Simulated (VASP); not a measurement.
Given:

```
TlBr
1.0
    3.91047     0.00000     0.00000
    0.00000     3.91047     0.00000
    0.00000     0.00000     3.91047
Tl Br
1 1
Direct
  0.00000   0.00000   0.00000
  0.50000   0.50000   0.50000
```

Level of theory: PBEsol GGA with spin-orbit coupling, VASP's PBE PAW potentials (set 64) (plane waves; VASP 6.6.1). Run with 400 eV cut-off, 6×6×6 Γ-centred mesh, Gaussian smearing of 0.050 eV, potentials Tl_d Br.

### Question
Give the energies of bands 13 to 26 at the high-symmetry points, in eV from the valence-band maximum.

### Answer

```tsv
band	Γ	X	M	R
13	-4.87	-5.96	-3.92	-2.79
14	-4.87	-5.96	-3.92	-2.79
15	-1.98	-1.25	-3.46	-2.48
16	-1.98	-1.25	-3.46	-2.48
17	-1.43	-0.85	-3.39	-2.14
18	-1.43	-0.85	-3.39	-2.14
19	-1.43	0.00	-0.94	-2.14
20	-1.43	0.00	-0.94	-2.14
21	5.91	1.43	4.28	1.01
22	5.91	1.43	4.28	1.01
23	6.69	5.13	5.08	2.10
24	6.69	5.13	5.08	2.10
25	6.69	6.08	7.48	2.10
26	6.69	6.08	7.48	2.10
```

The gap is indirect, 1.01 eV, from the valence maximum at X to the conduction minimum at R.

The compound is TlBr in the CsCl type structure. It was relaxed first, which changed the volume by -6 %.
